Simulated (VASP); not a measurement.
Crystal: GdN.

```
Gd N
1.0
     0.00000    2.53500    2.53500
     2.53500    0.00000    2.53500
     2.53500    2.53500    0.00000
Gd N
1 1
Direct
  0.00000 0.00000 0.00000
  0.50000 0.50000 0.50000
```

The cell comes from a database or a generator and needn't be the stable form of this composition.

Base run:

| Quantity | Value |
| --- | --- |
| Program | VASP 6.6.1 |
| Functional | PBE |
| Potentials or basis | VASP PAW PBE potentials, release 64 (Gd, N) |
| Cutoff | 520 eV |
| k mesh | 10 × 10 × 10 |
| Occupations | fermi-dirac, width 0.05 eV |
| Spin | collinear spin, ferromagnetic start |
| Starting moments | [7.0, 0.0] μB |
| Hubbard terms | Gd f U = 10 eV |

Its results: pressure -4.6 GPa; net moment 7.00 μB per cell; site moments Gd +6.89; N -0.12 μB.

Problem. The run is repeated on the same cell with these changes: hubbard terms from Gd f U = 10 eV to none. What comes out?

Solution. Pressure -6.8 GPa; net moment 7.00 μB per cell; site moments Gd +6.80; N -0.08 μB.

Caveats: a cell with one magnetic atom can't hold antiferromagnetic order, which such compounds often take.

Not every run made on this cell is shown here.
